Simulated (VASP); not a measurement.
A VASP calculation is set up with these files.

### POSCAR
```
Zn4S3Se
1
   -0.0000000000     2.7126980862     2.7126980862
    2.7126980862    -0.0000000000     2.7126980862
   10.8540111129    10.8540111129    -0.0032187682
Zn Se S
4 1 3
Direct
  0.0117490556   0.0117490556   0.9911882083
  0.9889039839   0.9889039839   0.2583220121
  0.9965102580   0.9965102580   0.5026173064
  0.0033049839   0.0033049839   0.7475212621
  0.2480015843   0.2480015843   0.0639988118
  0.2436214233   0.2436214233   0.3172839324
  0.2504953435   0.2504953435   0.5621284923
  0.2574133673   0.2574133673   0.8069399745
```

**INCAR**
```
SYSTEM = Zn4S3Se
PREC = Accurate; ENCUT = 400; LREAL = .False.
LASPH = .True.
EDIFF = 1E-7; NELM = 100; ALGO = Normal
LMAXMIX = 4
ISMEAR = -5
GGA = PS
ISIF = 2
LWAVE = .False.; LCHARG = .True.; LORBIT = 11
NEDOS = 601
LEFG = .True.
```

KPOINTS:
```
kpoints
0
G
  8 8 2
```

POTCAR, in this order: Zn Se S (PBE.64 set). Program: vasp_std.

**Question.** Translate this PBEsol calculation to Quantum ESPRESSO's pw.x.

**Answer.** One equivalent input (not run):
```
&CONTROL
  calculation = 'scf'
  pseudo_dir = './pseudo'
  outdir = './out'
  tprnfor = .true.
  tstress = .true.
/
&SYSTEM
  ibrav = 0
  nat = 8
  ntyp = 3
  ecutwfc = 86
  occupations = 'tetrahedra'
  input_dft = 'pbesol'
/
&ELECTRONS
  conv_thr = 7.3e-09
  electron_maxstep = 100
/
ATOMIC_SPECIES
  Zn 65.380 Zn.upf
  Se 78.971 Se.upf
  S 32.060 S.upf
CELL_PARAMETERS angstrom
    -0.0000000    2.7126981    2.7126981
     2.7126981   -0.0000000    2.7126981
    10.8540111   10.8540111   -0.0032188
ATOMIC_POSITIONS crystal
  Zn   0.0117491  0.0117491  0.9911882
  Zn   0.9889040  0.9889040  0.2583220
  Zn   0.9965103  0.9965103  0.5026173
  Zn   0.0033050  0.0033050  0.7475213
  Se   0.2480016  0.2480016  0.0639988
  S    0.2436214  0.2436214  0.3172839
  S    0.2504953  0.2504953  0.5621285
  S    0.2574134  0.2574134  0.8069400
K_POINTS automatic
  8 8 2 0 0 0
```
The two are equivalent in intent, not identical: the potentials are each code's own (VASP's PAW set, PseudoDojo norm-conserving files in pw.x), so ENCUT and ecutwfc are chosen apart and not converted; conv_thr bounds pw.x's estimated SCF error, while EDIFF bounds the energy change between steps; the field gradients of LEFG aren't asked of the other code.

The structure was generated: Zn4S3Se was put into an ordered model structure (R3m), which need not be its known phase. It was relaxed first.
